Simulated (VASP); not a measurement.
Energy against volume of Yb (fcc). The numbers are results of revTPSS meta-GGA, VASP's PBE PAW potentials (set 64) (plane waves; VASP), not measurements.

The 4f electrons are frozen in the core of the lanthanide potential, so 4f levels, which can set the real gap, and their magnetism are missing.

| V (Å³/atom) | E (eV/atom) |
|---|---|
| 35.343 | 34.23218 |
| 36.471 | 34.22464 |
| 37.599 | 34.22144 |
| 38.727 | 34.22206 |
| 39.855 | 34.22605 |

Q: Fit a third-order Birch-Murnaghan equation of state.

A: 
```json
{
 "volume_per_atom": "37.96 Å^3/atom",
 "bulk_modulus": "17.5 GPa",
 "pressure_derivative_of_the_bulk_modulus": "3.26",
 "lattice_constant_a": "5.335 Å"
}
```

Measured: bulk modulus 16.3 GPa (computed value off by +7.5 %), as given by doi:10.1007/BF02743909 (ytterbium under pressure), abstract; a 5.485 Å at 293 K (computed value off by -2.7 %), as given by Wikipedia, Ytterbium (infobox). The calculation is for a static lattice, while the measured bulk modulus, a hold thermal and zero-point effects, which are part of the difference.

The compound is Yb in the fcc structure. It was relaxed first, which changed the volume by -8 %.
